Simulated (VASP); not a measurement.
Input for VASP

INCAR:
```
EDIFFG = -0.001   ! ionic stop
NSW = 30   ! most ionic steps
LMAXMIX = 4
SYSTEM = SrTiO3
IBRION = 1   ! quasi-Newton
NELM = 100   ! most electronic steps
ALGO = Normal
ISMEAR = 0   ! Gaussian
LREAL = .FALSE.   ! projection in real space or not
LCHARG = .FALSE.
EDIFF = 1E-8
ISIF = 2   ! forces and stress, cell fixed
PREC = Accurate
ENCUT = 520   ! plane-wave cut-off (eV)
GGA = PS   ! PBEsol
LASPH = .TRUE.   ! aspherical one-centre terms
SIGMA = 0.05   ! width (eV)
LWAVE = .FALSE.
```

KPOINTS:
```
Automatic mesh
0
Gamma
 5 5 5
```

POSCAR:
```
SrTiO3
1
    3.8964014399     0.0000000000     0.0000000000
    0.0000000000     3.8964014399     0.0000000000
    0.0000000000     0.0000000000     3.8964014399
Sr Ti O
1 1 3
Direct
  0.0000000000   0.0000000000   0.0000000000
  0.5000000000   0.5000000000   0.5000000000
  0.5000000000   0.0000000000   0.5000000000
  0.0000000000   0.5000000000   0.5000000000
  0.5000000000   0.5000000000   0.0000000000
```

POTCAR, in this order: Sr_sv Ti_sv O (PBE.64 set). Program: vasp_std.

Task: Translate this PBEsol calculation to Ansatz.

Result: One equivalent input (not run):
Ansatz 0.2 input:
```yaml
crystal:
  lattice:
    - [3.8964014, 0.0000000, 0.0000000]
    - [0.0000000, 3.8964014, 0.0000000]
    - [0.0000000, 0.0000000, 3.8964014]
  atoms:
    - { symbol: Sr, position: [0.0000000, 0.0000000, 0.0000000] }
    - { symbol: Ti, position: [0.5000000, 0.5000000, 0.5000000] }
    - { symbol: O, position: [0.5000000, 0.0000000, 0.5000000] }
    - { symbol: O, position: [0.0000000, 0.5000000, 0.5000000] }
    - { symbol: O, position: [0.5000000, 0.5000000, 0.0000000] }
kpoints:
  mp_grid: { grid: [5, 5, 5] }
hamiltonian:
  xc: pbesol
  pseudopotentials: { kind: paw }
scf:
  occupations: { method: gaussian, width: 0.05 }
  max_iter: 100
relax:
  max_steps: 30
  f_tol: 0.001
output: { forces: true, stress: true, eigenvalues: true }
```
Limits of the translation: each code has its own PAW files, so the cut-off isn't converted (ENCUT is set for VASP's; basis.ecutwfc is left out, and Ansatz then takes the one that its files recommend); Ansatz stops its SCF on the density residual and VASP on the energy change (EDIFF).

The compound is SrTiO3 in the cubic perovskite structure, the ideal cubic form; the compound distorts at low or room temperature. It was relaxed first. The start is the result of an earlier pass.
